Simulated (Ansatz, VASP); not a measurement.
# MgNi3C in two plane-wave programs

One calculation is typed for both programs; each brings its own data sets and cutoff. How far apart do they land?

Calculated with Ansatz 0.2.0; plane waves, with VASP 6.6.1 beside it; single point at PBEsol, DFT+U.

**1. The structure**

Symmetry: Pm-3m, No. 221, cubic system. Conventional cell: a = 3.809 Å, b = 3.809 Å, c = 3.809 Å, α = 90.00°, β = 90.00°, γ = 90.00°. Ni has 2 C at 1.90 Å and 8 Ni at 2.69 Å and 4 Mg at 2.69 Å nearest. Nearest to Ni lie 2 C at 1.90 Å and 8 Ni at 2.69 Å and 4 Mg at 2.69 Å. Mg has 12 Ni at 2.69 Å nearest. Nearest to C lie 6 Ni at 1.90 Å. Farther neighbours are not listed.

**2. Ansatz: single point, PBEsol, DFT+U**

Ansatz runs on its default PAW (the set named soft_2) files.

A single point gives forces, pressure and levels at one fixed geometry, so differences don't come from the geometry; what else differs is listed under the comparison.

Contents of input.yaml:

```yaml
crystal:
  lattice:
    - [3.8089, 0.0, 0.0]
    - [0.0, 7.6178, 0.0]
    - [0.0, 0.0, 3.8089]
  atoms:
    - { symbol: Ni, position: [0.5, 0.25, 0.0], spin: 1.0 }
    - { symbol: Ni, position: [0.5, 0.75, 0.0], spin: -1.0 }
    - { symbol: Ni, position: [0.5, 0.0, 0.5], spin: 1.0 }
    - { symbol: Ni, position: [0.5, 0.5, 0.5], spin: 1.0 }
    - { symbol: Ni, position: [0.0, 0.25, 0.5], spin: -1.0 }
    - { symbol: Ni, position: [0.0, 0.75, 0.5], spin: 1.0 }
    - { symbol: Mg, position: [0.0, 0.0, 0.0] }
    - { symbol: Mg, position: [0.0, 0.5, 0.0] }
    - { symbol: C, position: [0.5, 0.25, 0.5] }
    - { symbol: C, position: [0.5, 0.75, 0.5] }
hamiltonian:
  xc: pbesol
  pseudopotentials: { kind: paw }
  hubbard: { sites: [{ species: Ni, l: d, u_eff: 2.0 }] }
magnetization:
  spin_polarized: true
kpoints:
  mp_grid: { grid: [5, 3, 5] }
scf:
  occupations: { method: gaussian, width: 0.05 }
  n_extra_bands: 11
output:
  forces: true
  stress: true
  eigenvalues: true
  write_density: true
  write_potential: true
  elf: true
  volumetric_format: npy
```

On the command line:

```
ansatz run input.yaml --threads 4 --pin off --max-ram 9216MiB --backend cpu --events-out ev --progress --plain --runs-dir out
```

Numbers of over 12 decimals in the logs are rounded to 6 here.

Log:

```text
Warning: the band count 79 (scf.n_extra_bands) hosts the net moment |M| = 2.0000 μB (N_el = 136) but caps the reachable moment at 2·n_bands − N_el = 22.0000 μB, below the 86 bands that the automatic rule leaves for it — a moment growing past the seed, or the majority channel's smearing tail, pins there with fewer empty majority states than that count leaves; raise or omit scf.n_extra_bands unless the cap is intended
Ni: projections on atomic orbitals take those of the free atom [Ne] 3s2 3p6 3d8 4s2, of charge +0.00 (hamiltonian.pseudopotentials.projection_atoms); the dataset's partial waves leave at most 1.6e-6 of an orbital's norm unspanned inside its sphere
Mg: projections on atomic orbitals take those of the free atom [He] 2s2 2p6 3s2, of charge +0.00 (hamiltonian.pseudopotentials.projection_atoms); the dataset's partial waves leave at most 2.0e-8 of an orbital's norm unspanned inside its sphere
C: projections on atomic orbitals take those of the free atom [He] 2s2 2p2, of charge +0.00 (hamiltonian.pseudopotentials.projection_atoms); the dataset's partial waves leave at most 3.7e-9 of an orbital's norm unspanned inside its sphere
scf.n_extra_bands = 11 over 68 filled bands (N_el = 136.0): the run solves 79 bands
Engine: ansatz 0.2.0, x86_64-unknown-linux-gnu
Pseudopotentials: kind: paw
Pseudopotential: Ni, paw, valence charge 18, recommended cutoff 420 eV (normal), Ni.paw.azcp
Pseudopotential: Mg, paw, valence charge 10, recommended cutoff 420 eV (normal), Mg.paw.azcp
Pseudopotential: C, paw, valence charge 4, recommended cutoff 420 eV (normal), C.paw.azcp
Functional definition: PBEsol
  exchange = pbesol_x
  correlation = pbesol_c
Crystal: 10 atoms, lattice volume = 110.517 Å³
Basis set: ecut = 420 eV, 2153 PW (Γ), exchange–correlation on 54×108×54 points (8 copies of the dense FFT grid, shifted against one another)
Bands: 79, of which v1, the nominal top of the filled ones, is band 68 counted from 1 (67 counted from 0)
Symmetry: 16 space group operations
Space group: P42/mmc (ITA 131), of the structure as read, at distance tolerance 4.8e-5 Å
Magnetic group: BNS 131.435 (UNI 1095), of the structure as read, at distance tolerance 4.8e-5 Å
k-points: 12 of 75
Non-local potential: Ni, projectors of the file, l = 0: 3, l = 1: 2, l = 2: 3, l = 3: 1
Non-local potential: Mg, projectors of the file, l = 0: 3, l = 1: 2, l = 2: 1
Non-local potential: C, projectors of the file, l = 0: 2, l = 1: 2, l = 2: 1
PAW form: soft (Blöchl's): semilocal exchange-correlation on the pseudo side does not see the compensation charge
PAW frozen core: Ni, regenerated for the run's functional, and the local potential with it (the file was generated under x = pbe(κ = 0.804, μ = 0.219515), c = pbe(β = 0.066725))
PAW frozen core: Mg, regenerated for the run's functional, and the local potential with it (the file was generated under x = pbe(κ = 0.804, μ = 0.219515), c = pbe(β = 0.066725))
PAW frozen core: C, regenerated for the run's functional, and the local potential with it (the file was generated under x = pbe(κ = 0.804, μ = 0.219515), c = pbe(β = 0.066725))
PAW one-centre angular grid: Ni, 590 points (default); XC on 64 Gauss nodes
PAW one-centre angular grid: Mg, 110 points (default); XC on 64 Gauss nodes
PAW one-centre angular grid: C, 110 points (default); XC on 64 Gauss nodes
Initial density: superposition of atomic densities (chi_scale 0.1, normalization cell, long waves kept (reshape's long-wave potential 0.01 eV rms))
Starting moments: Σ|m| = 6 μB on 6 of 10 sites
Initial wavefunctions: pseudopotential atomic-orbital guess
Functional: x = pbesol(κ = 0.804, μ = 0.123457), c = pbesol(β = 0.046)
SCF iter   1: F=—  HF=-39142.279314 eV  |F-HF|=—  |Δ(HF+E_count)|=         —  Δρ=7.22e-2 (↑6.23e-2 ↓7.22e-2)  dr2=4.33e0  dr2_m=2.88e0  M=0.936 μB ∫|m|=2.791 μB  β_m=0.30  ethr=3.10e-3  ⟨swp⟩=5.1  Hψ=5642  notcnv=0  defer=17
preconditioner: auto → Kerker (q_TF=auto, 2.824 Å⁻¹)  [metal: Δε(μ)=0.022 eV  Ē_g=7.269 eV  σ=0.050 eV  W_gap=0.24  n_scr=38 (ndim 8)  ℏωp=30.0 eV  f_vac=0.000  D(μ)=7.58/eV (n_scr^D=76)]
spin=Collinear: Kerker preconditioning applied to the charge; magnetization (m = ρ↑ − ρ↓) channel mixes plain (no charge-response kernel on spin).
SCF iter   2: F=—  HF=-39142.668833 eV  |F-HF|=—  |Δ(HF+E_count)|=   3.90e-1  Δρ=5.27e-2 (↑4.22e-2 ↓5.27e-2)  dr2=1.38e0  dr2_m=1.74e0  M=0.814 μB ∫|m|=2.583 μB  β_m=0.30  ethr=3.10e-3  ⟨swp⟩=2.0  Hψ=2364  notcnv=0  defer=92
SCF iter   3: F=—  HF=-39142.921879 eV  |F-HF|=—  |Δ(HF+E_count)|=   2.53e-1  Δρ=4.53e-2 (↑4.53e-2 ↓3.63e-2)  dr2=1.53e0  dr2_m=1.27e0  M=0.907 μB ∫|m|=2.312 μB  β_m=0.30  ethr=1.01e-3  ⟨swp⟩=2.0  Hψ=2272  notcnv=0  defer=92
SCF iter   4: F=—  HF=-39142.986123 eV  |F-HF|=—  |Δ(HF+E_count)|=   6.42e-2  Δρ=3.54e-2 (↑2.63e-2 ↓3.54e-2)  dr2=4.10e-1  dr2_m=8.98e-1  M=0.713 μB ∫|m|=2.032 μB  β_m=0.30  ethr=1.01e-3  ⟨swp⟩=2.0  Hψ=2346  notcnv=0  defer=92
SCF iter   5: F=—  HF=-39143.022541 eV  |F-HF|=—  |Δ(HF+E_count)|=   3.64e-2  Δρ=2.47e-2 (↑2.47e-2 ↓2.45e-2)  dr2=7.43e-2  dr2_m=5.90e-1  M=0.765 μB ∫|m|=1.876 μB  β_m=0.30  ethr=3.02e-4  ⟨swp⟩=2.0  Hψ=2493  notcnv=0  defer=92
SCF iter   6: F=—  HF=-39143.089289 eV  |F-HF|=—  |Δ(HF+E_count)|=   6.67e-2  Δρ=2.04e-2 (↑2.04e-2 ↓1.93e-2)  dr2=1.24e-2  dr2_m=3.95e-1  M=0.778 μB ∫|m|=1.743 μB  β_m=0.30  ethr=5.46e-5  ⟨swp⟩=2.1  Hψ=3182  notcnv=0  defer=92
SCF iter   7: F=—  HF=-39143.131574 eV  |F-HF|=—  |Δ(HF+E_count)|=   4.23e-2  Δρ=1.74e-2 (↑1.74e-2 ↓1.64e-2)  dr2=1.64e-2  dr2_m=2.84e-1  M=0.770 μB ∫|m|=1.607 μB  β_m=0.30  ethr=9.14e-6  ⟨swp⟩=2.0  Hψ=2843  notcnv=0  defer=92
SCF iter   8: F=—  HF=-39143.155052 eV  |F-HF|=—  |Δ(HF+E_count)|=   2.35e-2  Δρ=1.52e-2 (↑1.38e-2 ↓1.52e-2)  dr2=4.37e-3  dr2_m=2.12e-1  M=0.747 μB ∫|m|=1.477 μB  β_m=0.30  ethr=9.14e-6  ⟨swp⟩=1.9  Hψ=2436  notcnv=0  defer=92
SCF iter   9: F=—  HF=-39143.173492 eV  |F-HF|=—  |Δ(HF+E_count)|=   1.84e-2  Δρ=1.27e-2 (↑1.26e-2 ↓1.27e-2)  dr2=1.89e-3  dr2_m=1.61e-1  M=0.742 μB ∫|m|=1.365 μB  β_m=0.30  ethr=3.21e-6  ⟨swp⟩=2.0  Hψ=2572  notcnv=0  defer=92
Mixer restart at iter 9: flushing history
spin-set hold released at iteration 9 (site moments contracting): the magnetisation degrees of freedom join the quasi-Newton model from the next iteration; the mixer history was flushed
[...]
SCF iter  22: F=—  HF=-39143.240288 eV  |F-HF|=—  |Δ(HF+E_count)|=   3.55e-6  Δρ=3.11e-4 (↑1.98e-4 ↓3.11e-4)  dr2=1.60e-4  dr2_m=1.83e-5  M=0.799 μB ∫|m|=0.833 μB  β_m=0.78  ethr=2.73e-8  ⟨swp⟩=2.1  Hψ=3383  notcnv=0  defer=93
SCF iter  23: F=—  HF=-39143.240285 eV  |F-HF|=—  |Δ(HF+E_count)|=   3.36e-6  Δρ=2.10e-4 (↑1.50e-4 ↓2.10e-4)  dr2=6.78e-5  dr2_m=1.28e-5  M=0.798 μB ∫|m|=0.832 μB  β_m=0.87  ethr=2.73e-8  ⟨swp⟩=2.0  Hψ=2955  notcnv=0  defer=93
SCF iter  24: F=—  HF=-39143.240286 eV  |F-HF|=—  |Δ(HF+E_count)|=   1.14e-6  Δρ=9.81e-5 (↑6.64e-5 ↓9.81e-5)  dr2=9.28e-6  dr2_m=4.53e-6  M=0.793 μB ∫|m|=0.827 μB  β_m=0.94  ethr=2.73e-8  ⟨swp⟩=2.0  Hψ=2248  notcnv=0  defer=93
SCF iter  25: F=—  HF=-39143.240288 eV  |F-HF|=—  |Δ(HF+E_count)|=   2.33e-6  Δρ=1.10e-4 (↑6.84e-5 ↓1.10e-4)  dr2=2.25e-5  dr2_m=1.45e-6  M=0.790 μB ∫|m|=0.824 μB  β_m=0.72  ethr=6.83e-9  ⟨swp⟩=2.0  Hψ=2566  notcnv=0  defer=93
SCF iter  26: F=—  HF=-39143.240287 eV  |F-HF|=—  |Δ(HF+E_count)|=   7.48e-7  Δρ=3.69e-5 (↑1.31e-5 ↓3.69e-5)  dr2=1.08e-6  dr2_m=3.42e-7  M=0.789 μB ∫|m|=0.822 μB  β_m=0.65  ethr=6.83e-9  ⟨swp⟩=1.9  Hψ=2166  notcnv=0  defer=93
SCF iter  27: F=—  HF=-39143.240287 eV  |F-HF|=—  |Δ(HF+E_count)|=   3.72e-9  Δρ=1.26e-5 (↑9.46e-6 ↓1.26e-5)  dr2=3.03e-7  dr2_m=3.30e-8  M=0.788 μB ∫|m|=0.821 μB  β_m=0.80  ethr=7.93e-10  ⟨swp⟩=2.0  Hψ=2565  notcnv=0  defer=93
SCF iter  28: F=—  HF=-39143.240287 eV  |F-HF|=—  |Δ(HF+E_count)|=   6.40e-9  Δρ=8.99e-6 (↑4.37e-6 ↓8.99e-6)  dr2=1.34e-7  dr2_m=1.13e-8  M=0.787 μB ∫|m|=0.820 μB  β_m=0.90  ethr=2.22e-10  ⟨swp⟩=1.2  Hψ=1809  notcnv=0  defer=93
iter 29 did not close the SCF: its close was put off for a magnetic moment that had not settled (scf_convergence_deferred on its scf_iter line)
SCF iter  29: F=-39143.240287 eV  HF=-39143.240287 eV  |F-HF|=1.74e-8  |Δ(HF+E_count)|=   2.73e-9  Δρ=3.03e-6 (↑1.88e-6 ↓3.03e-6)  dr2=1.88e-8  dr2_m=7.74e-10  M=0.787 μB ∫|m|=0.820 μB  β_m=0.95  ethr=7.35e-11  ⟨swp⟩=12.8  Hψ=12399  notcnv=0
SCF iter  30: F=-39143.240287 eV  HF=-39143.240287 eV  |F-HF|=1.10e-8  |Δ(HF+E_count)|=  3.49e-10  Δρ=2.41e-6 (↑1.28e-6 ↓2.41e-6)  dr2=1.10e-8  dr2_m=4.05e-10  M=0.787 μB ∫|m|=0.820 μB  ethr=1.38e-11  ⟨swp⟩=5.1  Hψ=10278  notcnv=0
SCF 1 converged in 30 iterations: F = -39143.240287 eV  dr2 = 1.10e-8
  greatest PAW one-centre occupation: 1.001 electrons in one spin orbital (limit 2), on the Ni atom at site 4 (counted from 0), in its partial waves of l = 1
SCF converged after 30 iterations
Magnetization: 0.7872 μB (68.3936 up, 67.6064 down)
Absolute magnetization: 0.8203 μB (∫|ρ↑−ρ↓|, with the PAW one-centre terms)
Spin contamination: 0.0042 ħ² per cell (⟨S²⟩ above its minimum at these occupations)
Per-site moments (μB) at R_I (Å): [(0.132612, 0.785586), (0.132608, 0.785586), (0.068301, 0.785585625), (0.068301, 0.785586), (0.132608, 0.785586), (0.132612, 0.785586), (-0.00174846, 1.110986), (-0.00174846, 1.110986), (0.033988, 0.785586), (0.033988, 0.785585625)]
Free energy (F): -39143.240287 eV
Harris-Foulkes:  -39143.240287 eV  (|F-HF|=1.10e-8)
Internal energy: -39143.225854 eV  (E = F + TS)
E sigma→0 (E₀):  -39143.233071 eV
Entropy (-TS):   -0.014433 eV (-1.443 meV/atom)
Fermi energy:    14.131544 eV
--- Per-component energies (eV) ---
  E_band       = -2601.128349
  E_kinetic    = 2039.942973
  E_local      = -26501.591203  (includes V_loc(G=0)·N_el)
  E_nonlocal   = 4090.427904
  E_hartree    = 10955.272931
  E_xc         = -661.058138
  E_vxc        = -850.994063  (∫ρ·V_xc dr)
  E_hubbard    = 5.525955  (on-site DFT+U / exact-exchange correction)
  E_vhub       = -42.560464  (the Hubbard potential's part of the band-sum identity)
  E_paw        = -10343.904876  (= ΣΔE_a)
  E_vpaw       = -3246.903137  (= ΣTr[D̂ρ^β])
  E_aug_tail   = 0.003488  (compensation charges beyond the density's cutoff)
  E_ewald      = -18729.188546
  E_core_change = 1.343659  (= ΣΔE_core)
  E_smearing   = -0.014433  (= −TS)
  E_closure    = 0.000000  (closes the sum)
  Σ components = -39143.240287   (vs F -39143.240287, Δ=0.00e0)
--- Forces (eV/Å), atoms counted from 1 ---
  atom   1  Ni    -0.00000000     0.00000000    -0.00000000
  atom   2  Ni    -0.00000000     0.00000000     0.00000000
  atom   3  Ni    -0.00000000     0.00000000     0.00000000
  atom   4  Ni    -0.00000000     0.00000000     0.00000000
  atom   5  Ni     0.00000000     0.00000000     0.00000000
  atom   6  Ni     0.00000000     0.00000000    -0.00000000
  atom   7  Mg    -0.00000000    -0.00000000     0.00000000
  atom   8  Mg    -0.00000000     0.00000000     0.00000000
  atom   9  C      0.00000000     0.00000000     0.00000000
  atom  10  C      0.00000000     0.00000000     0.00000000
  max |Σ_I F_I| component: 5.62e-23 eV/Å
--- Stress (GPa, compression-positive) ---
       -5.484197       0.000000       0.000000
        0.000000      -5.435533       0.000000
        0.000000       0.000000      -5.484197
  P = ⅓ Tr σ = -5.4680 GPa (-54.680 kbar)
--- Band table (eV; the first three rows and the last of 24) ---
  k-point 0 ↑: bands = [... 64 lower, 13.1262, 13.1671, 13.1671, 13.3354, 14.2774, 14.2774, 17.5246, 17.6665, ... 7 higher]
  k-point 1 ↑: bands = [... 64 lower, 13.1673, 13.1997, 13.4814, 13.4964, 14.1152, 14.6976, 16.7399, 17.7543, ... 7 higher]
  k-point 2 ↑: bands = [... 64 lower, 13.1677, 13.1742, 13.9307, 14.0970, 14.1074, 14.5342, 15.3023, 17.7084, ... 7 higher]
  k-point 11 ↓: bands = [... 64 lower, 13.1117, 13.3472, 14.0839, 14.1353, 14.4839, 14.8768, 15.4712, 15.7540, ... 7 higher]
Occupation matrices written to <dir>
```

Wall time 8.4 s (4 threads of Intel Xeon Platinum 8559C (Emerald Rapids), shared host); peak memory 0.73 GiB.

The column dr2 measures how far the density is from self-consistency, as an energy; F and HF (Harris–Foulkes) agree once it is small.

The run ends at a pressure of -5.47 GPa.

(Continued in part 2 of 2.)

[Lines on the potential files, build, host, timing and source positions are cut from VASP's logs without a mark.]

[Logs are printed without paths, hosts, clocks, repeated set-up lines and the standing remarks that a program may print on its own settings, such as how far it seeks lower states.]

[Hosts, paths, dates, database ids (printed as entryN), source tags and the programs' standing remarks are cut or masked in the printed files.]
